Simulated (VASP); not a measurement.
A convergence study with VASP on V (bcc): one setting is varied, all else stays as given below, so the limit is that of these other settings.

```
CELL_PARAMETERS angstrom
     -1.51500     1.51500     1.51500
      1.51500    -1.51500     1.51500
      1.51500     1.51500    -1.51500
ATOMIC_POSITIONS crystal
  V  0.00000 0.00000 0.00000
```

Computed with PBE GGA, VASP's PBE PAW potentials (set 64) (plane waves; VASP). The tightest run used: 550 eV cut-off, 27×27×27 Γ-centred mesh, tetrahedra with Blöchl corrections, potentials V_sv.

```tsv
setting	E (eV/atom)	pressure (GPa)	irreducible k-points
3×3×3 mesh	-9.2076	-7.66	4
4×4×4 mesh	-9.0946	-7.57	8
5×5×5 mesh	-8.9646	-5.31	10
```

Problem. These are the cheaper rows. Estimate the results at 27×27×27 mesh, and how far the last row shown lies from them.

Solution. 
```json
[
 {"quantity": "E (eV/atom)", "tightest run": "-8.9841", "last row shown is off by": "0.0194"},
 {"quantity": "pressure (GPa)", "tightest run": "-5.46", "last row shown is off by": "0.16"}
]
```

Left out are rungs that failed or repeat a setting and relaxations that didn't move; long series are thinned to 24 rows.

The compound is V in the bcc structure. The cell was not relaxed at this level. The run is not spin-polarised, so no magnetic state was tried.
